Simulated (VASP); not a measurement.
VASP input:

INCAR:
```
SYSTEM = AuAl2
PREC = Accurate
ENCUT = 520
EDIFF = 1E-7
NELM = 100
ALGO = Normal
LREAL = .FALSE.
LASPH = .TRUE.
ISMEAR = 1
SIGMA = 0.1
METAGGA = R2SCAN
LUSE_VDW = .TRUE.
BPARAM = 11.95
CPARAM = 0.0093
LMIXTAU = .TRUE.
LMAXMIX = 6
LWAVE = .FALSE.
LCHARG = .FALSE.
ISIF = 2
```

File POSCAR:
```
AuAl2
1
    0.0000000000     2.9645906193     2.9645906193
    2.9645906193     0.0000000000     2.9645906193
    2.9645906193     2.9645906193     0.0000000000
Al Au
2 1
Direct
  0.2500000000   0.2500000000   0.2500000000
  0.7500000000   0.7500000000   0.7500000000
  0.0000000000   0.0000000000   0.0000000000
```

File KPOINTS:
```
kpoints
0
gamma
 9 9 9
```

POTCAR, in this order: Al Au (PBE.64 set). Program: vasp_std.

Translate this r2SCAN+rVV10 calculation to Ansatz.

One equivalent input (not run):
Ansatz 0.2 input:
```yaml
crystal:
  lattice:
    - [0.0000000, 2.9645906, 2.9645906]
    - [2.9645906, 0.0000000, 2.9645906]
    - [2.9645906, 2.9645906, 0.0000000]
  atoms:
    - { symbol: Al, position: [0.2500000, 0.2500000, 0.2500000] }
    - { symbol: Al, position: [0.7500000, 0.7500000, 0.7500000] }
    - { symbol: Au, position: [0.0000000, 0.0000000, 0.0000000] }
kpoints:
  mp_grid: { grid: [9, 9, 9] }
hamiltonian:
  xc: r2scan
  dispersion: rvv10
  pseudopotentials: { kind: paw }
scf:
  occupations: { method: methfessel_paxton, width: 0.1 }
  max_iter: 100
output: { forces: true, stress: true, eigenvalues: true }
```
The two are equivalent in intent, not identical: each code has its own PAW files, so the cut-off isn't converted (ENCUT is set for VASP's; basis.ecutwfc is left out, and Ansatz then takes the one that its files recommend); Ansatz stops its SCF on the density residual and VASP on the energy change (EDIFF).

The compound is AuAl2 in the fluorite structure. This cell is one point of a volume scan, at 0.97 of the reference volume.
